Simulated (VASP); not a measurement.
Input of a VASP 6.6.1 run:

INCAR

```
SYSTEM = SnO
PREC = Accurate
ENCUT = 520
EDIFF = 1E-6
ISMEAR = 0
SIGMA = 0.03
LREAL = .FALSE.
LASPH = .TRUE.
NELM = 80
ALGO = Normal
ISIF = 2
LWAVE = .FALSE.
LCHARG = .FALSE.
GGA = PE
NBANDS = 28
KPAR = 4
```

KPOINTS

```
Automatic mesh
0
G
  4 4 4
  0 0 0
```

File POSCAR:

```
SnO                                     
1.0
    3.8353841591      0.0000000000      0.0000000000
    0.0000000000      3.8353841591      0.0000000000
    0.0000000000      0.0000000000      4.7280509425
  Sn              O             
     2     2
Direct
     0.5000000000000000    0.0000000000000000    0.2459634789621177
     0.0000000000000000    0.5000000000000000    0.7540365210378823
     0.0000000000000000    0.0000000000000000    0.0000000000000000
     0.5000000000000000    0.5000000000000000    0.0000000000000000
```

File KPOINTS_OPT:

```
explicit points
6
Reciprocal
 0.0000000000  0.0000000000  0.0000000000 1
 0.5000000000  0.5000000000  0.5000000000 1
 0.5000000000  0.5000000000  0.0000000000 1
 0.0000000000  0.5000000000  0.5000000000 1
 0.0000000000  0.5000000000  0.0000000000 1
 0.0000000000  0.0000000000  0.5000000000 1
```

Potentials or basis: VASP PAW PBE potentials, release 64 (Sn_d, O).

The run is started by

```sh
$ cat potpaw_PBE.64/Sn_d/POTCAR potpaw_PBE.64/O/POTCAR > POTCAR
$ mpirun -np 4 vasp_std > vasp.out
```

**Question.** Estimate the band gap along the path.

**Answer.** None (metal or under the smearing width).

**Question.** Predict the pressure.

**Answer.** 2.1 GPa.

Stress tensor (GPa, compression positive):
```
1.91 0.00 0.00
0.00 1.91 0.00
0.00 0.00 2.41
```

Caveat: the k mesh is coarse (spacing up to 0.41 Å⁻¹), so the values aren't converged; spin-orbit coupling is left out, which moves the levels of the heavy elements.
